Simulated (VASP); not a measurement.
```
SnSe2
1.0
    1.92143    -3.32802     0.00000
    1.92143     3.32802     0.00000
    0.00000     0.00000     6.52944
Sn Se
1 2
Direct
  0.00000   0.00000   0.00000
  0.33333   0.66667   0.24114
  0.66667   0.33333   0.75886
```

These are r2SCAN meta-GGA, VASP's PBE PAW potentials (set 64) (plane waves; VASP) values and carry that method's errors. Run with 520 eV cut-off, 7×7×4 Γ-centred mesh, Gaussian smearing of 0.050 eV, potentials Sn_d Se.

Q: What does the run give for the energy per atom (σ→0)?

A: 
The energy per atom (σ→0) comes out as -18.212 eV/atom.

Total energies compare only between runs with the same potentials, cut-off and functional.

The compound is SnSe2 in the 1T layered structure. It was relaxed first, which changed the volume by +8 %.
